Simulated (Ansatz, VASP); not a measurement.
# C (Diamond) in two plane-wave programs

Aim: how closely do two programs agree when they are given the same cell, functional and k mesh? The cell is taken from a series of runs on this material, whose earlier steps may have relaxed, scaled, displaced or heated it; both programs get it as it stands.

Program: Ansatz 0.2.0. Level of theory: plane waves, with VASP 6.6.1 beside it; dielectric response at r2SCAN. Results are calculated unless marked as measured.

## Step 1: Set-up

Symmetry: Fd-3m, No. 227, cubic system. Conventional cell: a = 3.567 Å, b = 3.567 Å, c = 3.567 Å, α = 90.00°, β = 90.00°, γ = 90.00°. C has 4 C at 1.54 Å nearest.

## Step 2: Ansatz: dielectric response, r2SCAN

Ansatz runs on its default PAW (the set named soft_2) files.

The response to a field tests empty states and converges slowly with the mesh.

Input file input.yaml:

```yaml
crystal:
  lattice:
    - [0.0, 1.78337, 1.78337]
    - [1.78337, 0.0, 1.78337]
    - [1.78337, 1.78337, 0.0]
  atoms:
    - { symbol: C, position: [0.75, 0.75, 0.75] }
    - { symbol: C, position: [0.5, 0.5, 0.5] }
kpoints:
  mp_grid: { grid: [11, 11, 11] }
scf:
  occupations: { method: fixed }
hamiltonian:
  xc: r2scan
  pseudopotentials: { kind: paw }
dielectric: {}
```

The run is started by

```
$ ansatz run input.yaml --threads 4 --pin off --max-ram 8192MiB --backend cpu --events-out ev --progress --plain --runs-dir out
```

Numbers of over 12 decimals in the logs are rounded to 6 here.

Log:

```text
Engine: ansatz 0.2.0, x86_64-unknown-linux-gnu
Pseudopotentials: kind: paw
Pseudopotential: C, paw, valence charge 4, recommended cutoff 500 eV (meta_gga), C.paw.azcp
Functional definition: r2SCAN
  parameter k0 = 0.174
  parameter k1 = 0.065
  parameter a1 = 4.9479
  exchange = r2scan_x(k0 = k0, k1 = k1, a1 = a1)
  correlation = r2scan_c
Crystal: 2 atoms, lattice volume = 11.344 Å³
Basis set: ecut = 500 eV, 283 PW (Γ), exchange–correlation on 80×80×80 points (64 copies of the dense FFT grid, shifted against one another)
Bands: 8, of which v1, the nominal top of the filled ones, is band 4 counted from 1 (3 counted from 0)
Symmetry: 48 space group operations
k-points: 126 of 1331 (irreducible under 8 space group operations, time reversal used)
Non-local potential: C, projectors of the file, l = 0: 2, l = 1: 2, l = 2: 1
PAW form: soft (Blöchl's): semilocal exchange-correlation on the pseudo side does not see the compensation charge
PAW frozen core: C, regenerated for the run's functional (the file was generated under x = pbe(κ = 0.804, μ = 0.219515), c = pbe(β = 0.066725))
PAW one-centre angular grid: C, 302 points (default); XC on 239 of its mesh's 2573 points in the sphere
Initial density: superposition of atomic densities (neutral atoms: chi_scale 0, normalization atom), corrected by the library's trained network
Initial wavefunctions: pseudopotential atomic-orbital guess
Functional: x = r2scan, c = r2scan; τ floored in thin density (d = 2e-4 eV/Å³)
SCF iter   1: F=—  HF=-503.055263 eV  |F-HF|=—  |Δ(HF+E_count)|=         —  Δρ=8.87e-3  dr2=2.39e-3  dr2_τ=3.81e-1  ethr=1.77e-3  ⟨swp⟩=4.0  Hψ=6087  notcnv=0  defer=180
preconditioner: auto → none  [insulator: Δε(μ)=4.290 eV  Ē_g=20.784 eV  n_scr=0 (ndim 8)  ℏωp=31.2 eV  f_vac=0.000  ε∞_Penn≈3.3]
SCF iter   2: F=—  HF=-503.110983 eV  |F-HF|=—  |Δ(HF+E_count)|=   5.57e-2  Δρ=5.56e-3  dr2=9.70e-4  dr2_τ=5.78e-5  ethr=2.99e-5  ⟨swp⟩=2.7  Hψ=2894  notcnv=0  defer=243
SCF iter   3: F=—  HF=-503.111010 eV  |F-HF|=—  |Δ(HF+E_count)|=   2.62e-5  Δρ=1.84e-3  dr2=1.16e-4  dr2_τ=1.62e-5  ethr=1.21e-5  ⟨swp⟩=3.0  Hψ=1714  notcnv=0  defer=247
SCF iter   4: F=—  HF=-503.111042 eV  |F-HF|=—  |Δ(HF+E_count)|=   3.26e-5  Δρ=3.80e-4  dr2=4.90e-6  dr2_τ=3.23e-7  ethr=1.44e-6  ⟨swp⟩=1.6  Hψ=1212  notcnv=0  defer=17
SCF iter   5: F=—  HF=-503.111044 eV  |F-HF|=—  |Δ(HF+E_count)|=   1.77e-6  Δρ=9.41e-5  dr2=3.04e-7  dr2_τ=3.36e-8  ethr=6.13e-8  ⟨swp⟩=1.3  Hψ=1116  notcnv=0
SCF iter   6: F=—  HF=-503.111044 eV  |F-HF|=—  |Δ(HF+E_count)|=   3.50e-7  Δρ=6.08e-6  dr2=1.21e-9  dr2_τ=1.85e-10  ethr=3.80e-9  ⟨swp⟩=2.3  Hψ=1513  notcnv=0
SCF iter   7: F=-503.111044 eV  HF=-503.111044 eV  |F-HF|=5.06e-12  |Δ(HF+E_count)|=   1.12e-9  Δρ=4.53e-7  dr2=6.63e-12  dr2_τ=8.87e-13  ethr=1.25e-12  ⟨swp⟩=4.0  Hψ=4076  notcnv=0
SCF 1 converged in 7 iterations: F = -503.111044 eV  dr2 = 6.63e-12
  greatest PAW one-centre occupation: 0.658 electrons in one spin orbital (limit 2), on the C atom at site 1 (counted from 0), in its partial waves of l = 0
NSCF: frozen V_eff on 5 k-points
DFPT response loops at Γ: preconditioner auto → none (the input reference at scf.mixing.eps_inf says where Resta's filter doesn't serve); β = 0.50; Broyden in place of MSR1
── the response to a field inside a basis, on 12×12×12 k-points: an SCF that follows is theirs, and a resumed run solves both again ──
Bands: 5, of which v1, the nominal top of the filled ones, is band 4 counted from 1 (3 counted from 0)
k-points: 182 of 1728 (irreducible under 12 space group operations)
Initial density: handed on by an earlier stage of this run
Initial wavefunctions: pseudopotential atomic-orbital guess (no wavefunctions were taken with the density)
Eigensolver: Dense (182 Hₖ)
SCF iter   1: F=—  HF=-503.110232 eV  |F-HF|=—  |Δ(HF+E_count)|=         —  Δρ=1.32e-4  dr2=2.76e-7  dr2_τ=9.16e-7  ethr=1.00e-1
preconditioner: auto → none  [insulator: Δε(μ)=4.586 eV  Ē_g=16.898 eV  n_scr=0 (ndim 8)  ℏωp=31.2 eV  f_vac=0.000  ε∞_Penn≈4.4]
SCF iter   2: F=-503.110234 eV  HF=-503.110233 eV  |F-HF|=2.45e-7  |Δ(HF+E_count)|=   1.30e-6  Δρ=6.90e-5  dr2=7.64e-8  dr2_τ=2.69e-8  ethr=3.45e-9
SCF 1 converged in 2 iterations: F = -503.110234 eV  dr2 = 7.64e-8
DFPT response loops at Γ: mixed as the last ones told, above
SCF converged after 7 iterations
Free energy (F): -503.111044 eV
Harris-Foulkes:  -503.111044 eV  (|F-HF|=5.06e-12)
Internal energy: -503.111044 eV  (E = F + TS)
E sigma→0 (E₀):  -503.111044 eV
Fermi energy:    13.288436 eV
--- Per-component energies (eV) ---
  E_band       = 30.266539
  E_kinetic    = 184.135449
  E_local      = -121.137182  (includes V_loc(G=0)·N_el)
  E_nonlocal   = 52.518984
  E_hartree    = 26.678069
  E_xc         = -95.860599
  E_vxc        = -132.463466  (∫ρ·V_xc dr)
  E_paw        = -201.434862  (= ΣΔE_a)
  E_vpaw       = -13.133716  (= ΣTr[D̂ρ^β])
  E_aug_tail   = 0.000008  (compensation charges beyond the density's cutoff)
  E_vtau       = 6.990328  (kinetic-family band-sum trace: ∫τ·v_τ [+ j·A + Jᵃ·Aᵃ] dr)
  E_ewald      = -347.961363
  E_core_change = -0.049547  (= ΣΔE_core)
  E_smearing   = -0.000000  (= −TS)
  E_closure    = -0.000000  (closes the sum)
  Σ components = -503.111044   (vs F -503.111044, Δ=0.00e0)
--- Band table (eV; the first three rows and the last of 126) ---
  k-point 0: bands = ["-9.3844", "13.2884", "13.2884", "13.2884", "19.1685", "19.1685", "19.1685", "27.0618"]
  k-point 1: bands = ["-9.1456", "11.7659", "12.8877", "12.8877", "19.6952", "19.6952", "20.0357", "27.3082"]
  k-point 2: bands = ["-8.4328", "8.7546", "12.0572", "12.0572", "20.7804", "20.7804", "21.2142", "28.0090"]
  k-point 125: bands = ["-0.2363", "1.0282", "3.9862", "5.6131", "22.9512", "25.2747", "26.5414", "26.9595"]
--- Dielectric response (ions clamped): 3 representative field directions + reference, inside a basis on a mesh of 1728 k-points (Σ response iterations 15) ---
  ε∞ (high-frequency dielectric tensor):
        5.788595     0.000000    -0.000000
        0.000000     5.788595     0.000000
       -0.000000     0.000000     5.788595
  Born effective charges Z* (e; rows j = field, columns β = displacement):
    site 0:
        -0.00000   -0.00000    0.00000
         0.00000   -0.00000   -0.00000
         0.00000    0.00000   -0.00000
    site 1:
         0.00000    0.00000   -0.00000
        -0.00000    0.00000    0.00000
        -0.00000   -0.00000    0.00000
  Z* charge neutrality: 7.896e-5 e pre-enforcement
  solved inside a basis spanned on kpoints, on 12×12×12 k-points, its susceptibility summed on 16×16×16: ε∞ is read to err by 1.5e-2, Z* by 4.1e-3 e (field_mesh: kpoints solves on kpoints)
```

(Continued in part 2 of 2.)

[Lines on the potential files, build, host, timing and source positions are cut from VASP's logs without a mark.]

[Logs are printed without paths, hosts, clocks, repeated set-up lines and the standing remarks that a program may print on its own settings, such as how far it seeks lower states.]

[Hosts, paths, dates, database ids (printed as entryN), source tags and the programs' standing remarks are cut or masked in the printed files.]
